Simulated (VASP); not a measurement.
Given:

```xyz
3
Lattice="0.0000 2.5460 2.5460 2.5460 0.0000 2.5460 2.5460 2.5460 0.0000" Properties=species:S:1:pos:R:3 pbc="T T T"
Zr     0.0000     0.0000     0.0000
O      1.2730     1.2730     1.2730
O      3.8190     3.8190     3.8190
```

These are r2SCAN meta-GGA with spin-orbit coupling, VASP's PBE PAW potentials (set 64) (plane waves; VASP 6.6.1) values and carry that method's errors. Settings: 520 eV cut-off, 7×7×7 Γ-centred mesh, Gaussian smearing of 0.050 eV, potentials Zr_sv O.

Problem. Give the energies of bands 17 to 30 at the high-symmetry points, in eV from the valence-band maximum.

Solution. 
| band | Γ | X | U | L | W |
|---|---|---|---|---|---|
| 17 | -5.31 | -3.17 | -3.13 | -2.59 | -2.45 |
| 18 | -5.31 | -3.17 | -3.13 | -2.59 | -2.45 |
| 19 | -0.60 | -1.54 | -2.23 | -2.50 | -2.39 |
| 20 | -0.60 | -1.54 | -2.23 | -2.50 | -2.39 |
| 21 | -0.53 | -1.50 | -1.22 | -1.72 | -1.38 |
| 22 | -0.53 | -1.50 | -1.22 | -1.72 | -1.38 |
| 23 | -0.53 | 0.00 | -0.34 | -1.63 | -0.21 |
| 24 | -0.53 | 0.00 | -0.34 | -1.63 | -0.21 |
| 25 | 3.87 | 4.27 | 4.49 | 4.45 | 4.90 |
| 26 | 3.87 | 4.27 | 4.49 | 4.45 | 4.90 |
| 27 | 3.87 | 5.24 | 5.24 | 4.51 | 5.08 |
| 28 | 3.87 | 5.24 | 5.24 | 4.51 | 5.08 |
| 29 | 7.17 | 6.37 | 6.70 | 6.61 | 6.79 |
| 30 | 7.17 | 6.37 | 6.70 | 6.61 | 6.79 |

The gap is indirect, 3.87 eV, from the valence maximum at X to the conduction minimum at Γ.

The compound is ZrO2 in the fluorite structure, the high-temperature cubic form, which is unstable at 0 K; the monoclinic form is the stable one. It was relaxed first.
